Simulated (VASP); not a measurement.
A run of VASP 6.6.1 is set up as follows.

Contents of INCAR:

```
PREC = Accurate
ENCUT = 520
EDIFF = 1E-6
ISMEAR = -1
SIGMA = 0.05
LREAL = Auto
LASPH = T
NELM = 100
ALGO = Fast
ISIF = 2
LWAVE = F
LCHARG = F
GGA = PS
NBANDS = 72
```

File KPOINTS:

```
regular mesh
0
Gamma
  2 2 2
```

The input POSCAR:

```
Na16N
1.0
    8.4600000000      0.0000000000      0.0000000000
    0.0000000000      8.4600000000      0.0000000000
    0.0000000000      0.0000000000      8.4600000000
Na N
16 1
Direct
   -0.1000945626     -0.0659929078     -0.0481796690
    0.5624349882      0.0157210402     -0.0713947991
   -0.0036170213      0.3230614657      0.0480969267
   -0.0990425532     -0.0098581560      0.5360520095
    0.1949527187      0.1986052009      0.2724113475
    0.6954609929      0.5686288416     -0.0249645390
    0.4965366430     -0.0246453901      0.3679432624
    0.6703782506      0.3402718676      0.2569503546
    0.0138061466      0.5336879433      0.3467494090
    0.4570921986      0.5989125296      0.2493735225
    0.2370449173      0.3185815603      0.8566784870
    0.3249172577      0.5066548463      0.6263238771
    0.8136879433      0.7844562648      0.2272340426
    0.7059101655      0.2969739953      0.6123522459
    0.3063947991      0.8242198582      0.9377423168
    0.6503427896      0.7498463357      0.6669503546
    0.6317021277      0.8127304965      1.0367257683
```

Potentials or basis: VASP PAW PBE potentials, release 64 (Na_pv, N).

The run is started by

```sh
$ cat potpaw_PBE.64/Na_pv/POTCAR potpaw_PBE.64/N/POTCAR > POTCAR
$ mpirun -np 1 vasp_std > vasp.out
```

(1) What does it give for the largest force?

(2) Estimate the pressure.

Answers

(1) 1.976 eV/Å.

(2) 1.1 GPa.

Caveat: the k mesh is coarse (spacing up to 0.37 Å⁻¹), so the values aren't converged; the PAW data sets were made with another functional, which shifts forces and pressure a little.
